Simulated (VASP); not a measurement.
Consider the following.

```
CELL_PARAMETERS angstrom
      1.47538    -2.55543     0.00000
      1.47538     2.55543     0.00000
      0.00000     0.00000     3.26806
ATOMIC_POSITIONS crystal
  Mg 0.00000 0.00000 0.00000
  B  0.33333 0.66667 0.50000
  B  0.66667 0.33333 0.50000
```

Method: PBE GGA, VASP's PBE PAW potentials (set 64) (plane waves; VASP). Run with 620 eV cut-off, 12×12×9 Γ-centred mesh, first-order Methfessel-Paxton smearing of 0.10 eV, potentials Mg B.

Energy and stress use the plane-wave basis of the starting cell.

Task: The ions, cell shape and volume at an external pressure of 45.0 GPa are relaxed. Predict the relaxed structure.

Result: 
```
CELL_PARAMETERS angstrom
      1.45306    -2.51678     0.00000
      1.45306     2.51678     0.00000
      0.00000     0.00000     3.18656
ATOMIC_POSITIONS crystal
  Mg 0.00000 0.00000 0.00000
  B  0.33333 0.66667 0.50000
  B  0.66667 0.33333 0.50000
```
Space group P6/mmm (191), at a tolerance of 0.03 Å.

Task: How do energy and volume change from the first to the last step?

Result: The energy (σ→0) changes by +103.5 meV/atom and the volume by -5.4 %, in 5 ionic steps.

The compound is MgB2 in the AlB2 type structure. This run relaxes it under an external pressure of 45 GPa. Symmetry was kept, so distortions that lower it aren't found.
